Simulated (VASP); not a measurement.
# Ca3ZrN3 (Pm-3m) in VASP: elastic constants with PBE

Aim: the elastic constants of Ca3ZrN3 with PBE.

All numbers are computed with VASP 6.6.1; they aren't measurements. Logs are shortened: lines on timing, memory, paths and dates and some standing lists are left out, and cuts for length are marked.

## 1. Starting point

Symmetry: Pm-3m, No. 221, cubic system. Conventional cell: a = 4.800 Å, b = 4.800 Å, c = 4.800 Å, α = 90.00°, β = 90.00°, γ = 90.00°. Ca (site symmetry 4/mmm) is surrounded by 4 N at 2.40 Å. Zr (site symmetry m-3m) is surrounded by 6 N at 2.40 Å. N (site symmetry 4/mmm) has 4 Ca at 2.40 Å and 2 Zr at 2.40 Å as nearest neighbours.

The cell was built by a generator and needn't be a form met in nature.

## 2. Elastic constants, PBE

Contents of POSCAR:

```
Ca3ZrN3
1.0
    4.8001500000      0.0000000000      0.0000000000
    0.0000000000      4.8001500000      0.0000000000
    0.0000000000      0.0000000000      4.8001500000
Ca Zr N
3 1 3
Direct
    0.0000000000      0.5000000000      0.5000000000
    0.5000000000      0.0000000000      0.5000000000
    0.5000000000      0.5000000000      0.0000000000
    0.0000000000      0.0000000000      0.0000000000
    0.5000000000      0.0000000000      0.0000000000
    0.0000000000      0.5000000000      0.0000000000
    0.0000000000      0.0000000000      0.5000000000
```

Contents of INCAR.step1:

```
PREC = Accurate ; ENCUT = 520
EDIFF = 1E-8 ; ISMEAR = 0
SIGMA = 0.1 ; LREAL = False
LASPH = True ; NELM = 80
ALGO = Normal ; ISIF = 3
LWAVE = False ; LCHARG = False
GGA = PE ; KPAR = 4
IBRION = 2 ; NSW = 40
EDIFFG = -0.002
```

Contents of INCAR.step2:

```
PREC = Accurate ; ENCUT = 520
EDIFF = 1E-8 ; ISMEAR = 0
SIGMA = 0.1 ; LREAL = False
LASPH = True ; NELM = 80
ALGO = Normal ; ISIF = 3
LWAVE = False ; LCHARG = False
GGA = PE ; KPAR = 4
IBRION = 6 ; NFREE = 2
POTIM = 0.015 ; NSW = 1
```

Contents of KPOINTS:

```
regular mesh
0
Gamma
  6 6 6
```

Potentials or basis: VASP PAW PBE potentials, release 64 (Ca_sv, Zr_sv, N).

Launch:

```bash
cat potpaw_PBE.64/Ca_sv/POTCAR potpaw_PBE.64/Zr_sv/POTCAR potpaw_PBE.64/N/POTCAR > POTCAR
cp INCAR.step1 INCAR
mpirun -np 4 vasp_std > vasp.out
cp CONTCAR POSCAR
cp INCAR.step2 INCAR
mpirun -np 4 vasp_std > vasp.out
```

OUTCAR:

```text
PREC = Accurate
   ENCUT = 520
   EDIFF = 1E-8
   ISMEAR = 0
   LREAL = False
   LASPH = True
   NELM = 80
   ISIF = 3
   GGA = PE
   IBRION = 6
   NFREE = 2
   POTIM = 0.015
   NSW = 1

 ion  position               nearest neighbor table
   1  0.000  0.500  0.500-   6 2.40   7 2.40   6 2.40   7 2.40   4 3.39   4 3.39   4 3.39   4 3.39

   2  0.500  0.000  0.500-   5 2.40   7 2.40   5 2.40   7 2.40   4 3.39   4 3.39   4 3.39   4 3.39

   3  0.500  0.500  0.000-   5 2.40   6 2.40   5 2.40   6 2.40   4 3.39   4 3.39   4 3.39   4 3.39

   4  0.000  0.000  0.000-   5 2.40   6 2.40   7 2.40   7 2.40   6 2.40   5 2.40   1 3.39   2 3.39
                             1 3.39   1 3.39   3 3.39   2 3.39   1 3.39   2 3.39   3 3.39   3 3.39
   5  0.500  0.000  0.000-   2 2.40   3 2.40   4 2.40   2 2.40   3 2.40   4 2.40
   6  0.000  0.500  0.000-   1 2.40   3 2.40   4 2.40   1 2.40   4 2.40   3 2.40
   7  0.000  0.000  0.500-   1 2.40   2 2.40   4 2.40   4 2.40   1 2.40   2 2.40

  LATTYP: Found a simple cubic cell.
 ALAT       =     4.8001500000

  Lattice vectors:

 A1 = (   4.8001500000,   0.0000000000,   0.0000000000)
 A2 = (   0.0000000000,   4.8001500000,   0.0000000000)
 A3 = (   0.0000000000,   0.0000000000,   4.8001500000)

Analysis of symmetry for initial positions (statically):
=====================================================================
 Subroutine PRICEL returns:
 Original cell was already a primitive cell.

 Routine SETGRP: Setting up the symmetry group for a
 simple cubic supercell.

 Subroutine GETGRP returns: Found 48 space group operations
 (whereof 48 operations were pure point group operations)
 out of a pool of 48 trial point group operations.

The static configuration has the point symmetry O_h .

Analysis of symmetry for dynamics (positions and initial velocities):
=====================================================================
 Subroutine PRICEL returns:
 Original cell was already a primitive cell.

 Routine SETGRP: Setting up the symmetry group for a
 simple cubic supercell.

 Subroutine GETGRP returns: Found 48 space group operations
 (whereof 48 operations were pure point group operations)
 out of a pool of 48 trial point group operations.

The dynamic configuration has the point symmetry O_h .

 Subroutine INISYM returns: Found 48 space group operations
 (whereof 48 operations are pure point group operations),
 and found     1 'primitive' translations

----------------------------------------------------------------------------------------

                                     Primitive cell

  volume of cell :     110.6024

  direct lattice vectors                    reciprocal lattice vectors
     4.800150000  0.000000000  0.000000000     0.208326823  0.000000000  0.000000000
     0.000000000  4.800150000  0.000000000     0.000000000  0.208326823  0.000000000
     0.000000000  0.000000000  4.800150000     0.000000000  0.000000000  0.208326823

  length of vectors
     4.800150000  4.800150000  4.800150000     0.208326823  0.208326823  0.208326823

  position of ions in fractional coordinates (direct lattice)
     0.000000000  0.500000000  0.500000000
     0.500000000  0.000000000  0.500000000
     0.500000000  0.500000000  0.000000000
     0.000000000  0.000000000  0.000000000
     0.500000000  0.000000000  0.000000000
     0.000000000  0.500000000  0.000000000
     0.000000000  0.000000000  0.500000000

  ion indices of the primitive-cell ions
   primitive index   ion index
                 1           1
                 2           2
                 3           3
                 4           4
                 5           5
                 6           6
                 7           7

----------------------------------------------------------------------------------------

 KPOINTS: regular mesh

Automatic generation of k-mesh.
 Grid dimensions read from file:
[... 85 lines left out ...]
   GGA     = PE    functional components
   LHFCALC =     F    Hartree Fock is set to
   AEXX    =    0.0000 exact exchange contribution
   IVDW    =     0    specifies the selected vdW correction
   LEPSILON=     F    determine dielectric tensor
   LRPA    =     F    only Hartree local field effects (RPA)
 finite differences with symmetry
 non-spin polarized calculation
 Gauss-broadening in eV      SIGMA  =   0.10
  energy-cutoff  :      520.00
  volume of cell :      110.60
 maximum number of plane-waves:      3016
 NGX is ok and might be reduce to    36
   NGX = 17   NGY = 17   NGZ = 17

--------------------------------------- Ionic step        1  -------------------------------------------

 number of electron      56.9999976 magnetization

 Free energy of the ion-electron system (eV)
  ---------------------------------------------------
  ext. energy  EPLUGINS =         0.00000000
  ---------------------------------------------------
  free energy    TOTEN  =       -46.36207334 eV

  energy without entropy =      -46.35288768  energy(sigma->0) =      -46.35748051

------------------------ aborting loop because EDIFF is reached ----------------------------------------

  FORCE on cell =-STRESS in cart. coord.  units (eV):
  Direction    XX          YY          ZZ          XY          YZ          ZX
  --------------------------------------------------------------------------------------
  -------------------------------------------------------------------------------------
  Total       -0.0004345     -0.0004345     -0.0004345      0.0000000      0.0000000     -0.0000000
  in kB       -0.0062937     -0.0062937     -0.0062937      0.0000000      0.0000000     -0.0000000
  external PRESSURE =      -0.0062937 kB  Pullay stress =       0.0000000 kB
[... 104 lines left out ...]
  FREE ENERGIE OF THE ION-ELECTRON SYSTEM (eV)
  ---------------------------------------------------
  free  energy   TOTEN  =       -46.3426332474 eV

  energy  without entropy=      -46.3336452293  energy(sigma->0) =      -46.33813924

[... ionic steps 4 to 20 ...]

--------------------------------------- Ionic step       21  -------------------------------------------

 number of electron      56.9999977 magnetization

------------------------ aborting loop because EDIFF is reached ----------------------------------------
[... 77 lines left out ...]
--------------------------------------- Ionic step       23  -------------------------------------------

 number of electron      56.9999977 magnetization

 Free energy of the ion-electron system (eV)
  ---------------------------------------------------
  ext. energy  EPLUGINS =         0.00000000
  ---------------------------------------------------
  free energy    TOTEN  =       -46.36122641 eV

  energy without entropy =      -46.35203804  energy(sigma->0) =      -46.35663222

 E-fermi :   5.3941     XC(G=0): -10.5337

 val. band max:        5.3802850382   @ k =   0.0000   0.0000   0.0000
 cond. band min:       5.4059086983   @ k =   0.0000   0.3333   0.3333
 fundamental gap:      0.0256236601
 Fermi energy:         5.3941404980

 k-point     1 :       0.0000    0.0000    0.0000
  band No.  band energies     occupation
      1     -43.8475      2.00000
      2     -34.1635      2.00000
      3     -34.0651      2.00000
      4     -34.0647      2.00000
      5     -21.8404      2.00000
      6     -21.8404      2.00000
[... 877 lines left out ...]
     33       7.9739      0.00000
     34       8.9619      0.00000

 [... further k-points ...]
[... 5 lines left out ...]
  --------------------------------------------------------------------------------------
  -------------------------------------------------------------------------------------
  Total       -0.0001218      0.0058351     -0.0017261      0.0000000      0.0000000      0.0000000
  in kB       -0.0017640      0.0845272     -0.0250039      0.0000000      0.0000000      0.0000000
  external PRESSURE =       0.0192531 kB  Pullay stress =       0.0000000 kB
[... 22 lines left out ...]
  FREE ENERGIE OF THE ION-ELECTRON SYSTEM (eV)
  ---------------------------------------------------
  free  energy   TOTEN  =       -46.3612264130 eV

  energy  without entropy=      -46.3520380359  energy(sigma->0) =      -46.35663222

 INTERNAL STRAIN TENSORS FROM STRAINED CELLS
 ============================================

 INTERNAL STRAIN TENSOR FOR ION    1 for displacements in x,y,z  (eV/Angst):
          X           Y           Z          XY          YZ          ZX
  --------------------------------------------------------------------------------
  x     0.00000     0.00000     0.00000     0.00000     0.00000     0.00000
  y     0.00000     0.00000     0.00000     0.00000     0.00000     0.00000
  z     0.00000     0.00000     0.00000     0.00000     0.00000     0.00000

 INTERNAL STRAIN TENSORS FROM DISPLACED ATOMS
 ============================================

 INTERNAL STRAIN TENSOR FOR ION    1 for displacements in x,y,z  (eV/Angst):
          X           Y           Z          XY          YZ          ZX
  --------------------------------------------------------------------------------
  x     0.00000     0.00000     0.00000     0.00000     0.00000     0.00000
  y     0.00000     0.00000     0.00000     0.00000     0.00000     0.00000
  z     0.00000     0.00000     0.00000     0.00000     0.00000     0.00000

 INTERNAL STRAIN TENSOR FOR ION    7 for displacements in x,y,z  (eV/Angst):
          X           Y           Z          XY          YZ          ZX
  --------------------------------------------------------------------------------
  x     0.00000     0.00000     0.00000     0.00000     0.00000     0.00000
  y     0.00000     0.00000     0.00000     0.00000     0.00000     0.00000
  z     0.00000     0.00000     0.00000     0.00000     0.00000     0.00000

 Eigenvectors and eigenvalues of the dynamical matrix
 ----------------------------------------------------

   1 f  =   13.445627 THz    84.481363 2PiTHz  448.497827 cm-1    55.606618 meV
             X         Y         Z           dx          dy          dz
      0.000000  2.400075  2.400075     0.040944    0.067257   -0.013742
      2.400075  0.000000  2.400075     0.067602    0.040735   -0.013742
      2.400075  2.400075  0.000000     0.067602    0.067257   -0.008323
      0.000000  0.000000  0.000000     0.144539    0.143801   -0.029382
      2.400075  0.000000  0.000000     0.234112   -0.448155    0.091569
      0.000000  2.400075  0.000000    -0.450454    0.232917    0.091569
      0.000000  0.000000  2.400075    -0.450454   -0.448155   -0.047590
[... 191 lines left out ...]
  21 f/i=    8.505173 THz    53.439580 2PiTHz  283.702045 cm-1    35.174555 meV
             X         Y         Z           dx          dy          dz
      0.000000  2.400075  2.400075    -0.012795   -0.016680    0.000034
      2.400075  0.000000  2.400075    -0.050731   -0.004207    0.000034
      2.400075  2.400075  0.000000    -0.050731   -0.016680    0.000009
      0.000000  0.000000  0.000000     0.489699    0.161012   -0.000329
      2.400075  0.000000  0.000000    -0.788146   -0.044203    0.000090
      0.000000  2.400075  0.000000    -0.134439   -0.259142    0.000090
      0.000000  0.000000  2.400075    -0.134439   -0.044203    0.000530

--------------------------------------------------------------------------------------------------------

 ELASTIC MODULI CONTR FROM IONIC RELAXATION (kBar)
 Direction    XX          YY          ZZ          XY          YZ          ZX
 --------------------------------------------------------------------------------
 XX           0.0000      0.0000      0.0000      0.0000      0.0000      0.0000
 YY           0.0000      0.0000      0.0000      0.0000      0.0000      0.0000
 ZZ           0.0000      0.0000      0.0000      0.0000      0.0000      0.0000
 XY           0.0000      0.0000      0.0000      0.0000      0.0000      0.0000
 YZ           0.0000      0.0000      0.0000      0.0000      0.0000      0.0000
 ZX           0.0000      0.0000      0.0000      0.0000      0.0000      0.0000
 --------------------------------------------------------------------------------

 TOTAL ELASTIC MODULI (kBar)
 Direction    XX          YY          ZZ          XY          YZ          ZX
 --------------------------------------------------------------------------------
 XX        2364.0279    547.7240    547.7240     -0.0000      0.0000     -0.0000
 YY         547.7240   2364.0279    547.7240     -0.0000     -0.0000     -0.0000
 ZZ         547.7240    547.7240   2364.0279      0.0000     -0.0000      0.0000
 XY          -0.0000     -0.0000      0.0000    832.6959      0.0000      0.0000
 YZ           0.0000     -0.0000     -0.0000      0.0000    832.6959      0.0000
 ZX          -0.0000     -0.0000      0.0000      0.0000      0.0000    832.6959
 --------------------------------------------------------------------------------
```

It took 11 min on 4 MPI ranks of AMD EPYC 9R45 (Zen 5), shared host; peak memory 0.53 GiB.

What came out:

```yaml
Elastic_constants_C11_C12_C44: 236, 55, 83 GPa
Voigt_bulk_modulus: 115 GPa
Highest_phonon_frequency_at_Γ_LO-TO_splitting_left_out: 448 cm⁻¹
Most_unstable_mode: 284i cm⁻¹
```

Phonon frequencies in cm⁻¹ (negative: imaginary):
```csv
q point,frequencies
"(0.000, 0.000, 0.000)",-284 -284 -284 0 0 0 182 182 182 212 212 212 318 318 318 383 383 383 448 448 448
```

Elastic tensor in Voigt notation (GPa, in the Cartesian axes of the cell as first typed):
```
236  55  55   0   0   0
 55 236  55   0   0   0
 55  55 236   0   0   0
  0   0   0  83   0   0
  0   0   0   0  83   0
  0   0   0   0   0  83
```

Clamped-ion elastic tensor (GPa):
```
236  55  55   0   0   0
 55 236  55   0   0   0
 55  55 236   0   0   0
  0   0   0  83   0   0
  0   0   0   0  83   0
  0   0   0   0   0  83
```

Caveat: some modes are imaginary.
